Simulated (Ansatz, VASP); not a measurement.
## Two plane-wave programs on AlBN

Contents of INCAR:

```
PREC = Accurate
ENCUT = 600
EDIFF = 1E-7
ISMEAR = 0
SIGMA = 0.1
LREAL = False
LASPH = True
NELM = 100
ALGO = Fast
ISIF = 3
LWAVE = False
LCHARG = False
GGA = PE
IBRION = 2
NSW = 100
EDIFFG = -0.01
```

File KPOINTS:

```
Automatic mesh
0
Gamma
  10 10 18
```

The input POSCAR:

```
AlBN
1.0
    4.3685737192      0.0000000000      0.0000000000
    0.0000000000      4.3685737192      0.0000000000
    0.0000000000      0.0000000000      2.6579631506
Al B N
1 1 1
Direct
    0.0000000000      0.0000000000      0.0000000000
    0.5000000000      0.5000000000      0.0000000000
    0.5000000000      0.5000000000      0.5000000000
```

Input for Ansatz:

```yaml
crystal:
  lattice:
    - [4.3685737192, 0.0, 0.0]
    - [0.0, 4.3685737192, 0.0]
    - [0.0, 0.0, 2.6579631506]
  atoms:
    - { symbol: Al, position: [0.0, 0.0, 0.0] }
    - { symbol: B, position: [0.5, 0.5, 0.0] }
    - { symbol: "N", position: [0.5, 0.5, 0.5] }
basis:
  ecutwfc: 420
kpoints:
  mp_grid: { grid: [10, 10, 18] }
hamiltonian:
  xc: pbe
scf:
  occupations: { method: gaussian, width: 0.1 }
output:
  forces: true
  stress: true
  eigenvalues: true
  write_density: true
  write_potential: true
  elf: true
  volumetric_format: npy
relax:
  adjacent_minimum: "off"
  f_tol: 0.01
  max_steps: 80
  cell: { stress_tol: 0.05 }
```

Alike in both runs: task relaxation of cell and atoms; functional PBE; k mesh 10 × 10 × 18; occupations gaussian, width 0.1 eV; no spin polarisation.

|  | VASP | Ansatz |
| --- | --- | --- |
| version | VASP 6.6.1 | Ansatz 0.2.0 |
| potentials or method | VASP PAW PBE potentials, release 64 (Al, B, N) | scalar-relativistic, plane waves, PAW |
| plane-wave cutoff (eV) | 600 | 420 |
| valence electrons in the cell | 11 | 11 |

Ansatz gave:

| Quantity | Value |
| --- | --- |
| gap on the k mesh at the Fermi level, each at its own relaxed structure (eV) | none |
| relaxed volume (Å³/atom) | 16.68 |
| relaxed cell length with the largest relative difference (Å) | 4.335 |

What did VASP give for the same quantities?

gap on the k mesh at the Fermi level, each at its own relaxed structure (eV): none; relaxed volume (Å³/atom): 16.45; relaxed cell length with the largest relative difference (Å): 4.306.

A gap of «none» marks a metal or a gap that the smearing closes.
